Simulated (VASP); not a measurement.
An input for Ansatz (written as the equivalent of a VASP run, and not itself run):

Ansatz 0.2 input:
```yaml
crystal:
  lattice:
    - [2.6223078, -4.5419702, 0.0000000]
    - [2.6223078, 4.5419702, 0.0000000]
    - [0.0000000, 0.0000000, 4.1837308]
  atoms:
    - { symbol: Co, position: [0.5000000, 0.0000000, 0.0000000] }
    - { symbol: Co, position: [0.5000000, 0.5000000, 0.0000000] }
    - { symbol: Co, position: [0.0000000, 0.5000000, 0.0000000] }
    - { symbol: Sn, position: [0.0000000, 0.0000000, 0.0000000] }
    - { symbol: Sn, position: [0.3333330, 0.6666670, 0.5000000] }
    - { symbol: Sn, position: [0.6666670, 0.3333330, 0.5000000] }
kpoints:
  mp_grid: { grid: [6, 6, 7] }
hamiltonian:
  xc: r2scan
  pseudopotentials: { kind: paw }
scf:
  occupations: { method: methfessel_paxton, width: 0.1 }
  max_iter: 100
relax:
  max_steps: 60
  f_tol: 0.02
  cell: {}
output: { forces: true, stress: true, eigenvalues: true }
```

Question: Write the VASP files for the same calculation (r2SCAN).

Answer: One answer among several that fit: 
**KPOINTS**
```
Automatic mesh
0
Gamma
6 6 7
0 0 0
```

**POSCAR**
```
CoSn
1.0
  2.6223078008  -4.5419702400   0.0000000000
  2.6223078008   4.5419702400   0.0000000000
  0.0000000000   0.0000000000   4.1837308395
Co Sn
3 3
Direct
  0.5000000000   0.0000000000   0.0000000000
  0.5000000000   0.5000000000   0.0000000000
  0.0000000000   0.5000000000   0.0000000000
  0.0000000000   0.0000000000   0.0000000000
  0.3333330000   0.6666670000   0.5000000000
  0.6666670000   0.3333330000   0.5000000000
```

INCAR:
```
SYSTEM = CoSn
PREC = Accurate; ENCUT = 400; LREAL = F
LASPH = T
EDIFF = 1E-6; NELM = 100; ALGO = Normal
LMAXMIX = 4; LMIXTAU = T
ISMEAR = 1; SIGMA = 0.1
METAGGA = R2SCAN
IBRION = 2; NSW = 60; ISIF = 3
EDIFFG = -0.02
LWAVE = F; LCHARG = F
```

POTCAR, in this order: Co Sn_d (PBE.64 set). Program: vasp_std.

What does not carry over: each code has its own PAW files, so the cut-off isn't converted (ENCUT is set for VASP's; basis.ecutwfc is left out, and Ansatz then takes the one that its files recommend); Ansatz stops its SCF on the density residual and VASP on the energy change (EDIFF).

The compound is CoSn in the sg191 structure. It was relaxed first. The start is the result of an earlier pass.
